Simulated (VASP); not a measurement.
Consider the following.

```xyz
3
Lattice="0.0000 2.2225 2.2225 2.2225 0.0000 2.2225 2.2225 2.2225 0.0000" Properties=species:S:1:pos:R:3 pbc="T T T"
Be     1.1113     1.1113     1.1113
Be     3.3338     3.3338     3.3338
C      4.4451     4.4451     4.4451
```

Calculation: RPBE GGA, VASP's PBE PAW potentials (set 64) (plane waves; VASP). Run with 520 eV cut-off, 9×9×9 Γ-centred mesh, Gaussian smearing of 0.050 eV, potentials Be C.

Question: The job: Be$_{2}$C (antifluorite), 3 atoms, RPBE, static run, 520 eV, 9×9×9 Γ-centred mesh. Roughly how much core time does it take on a busy server core?

Answer: About 5 core-seconds (one run on a shared machine, a rough figure). It had 35 irreducible k-points, 8 bands, up to 609 plane waves and 14 electronic steps.

The compound is Be2C in the antifluorite structure. This cell is one point of a volume scan, at 1.06 of the reference volume.
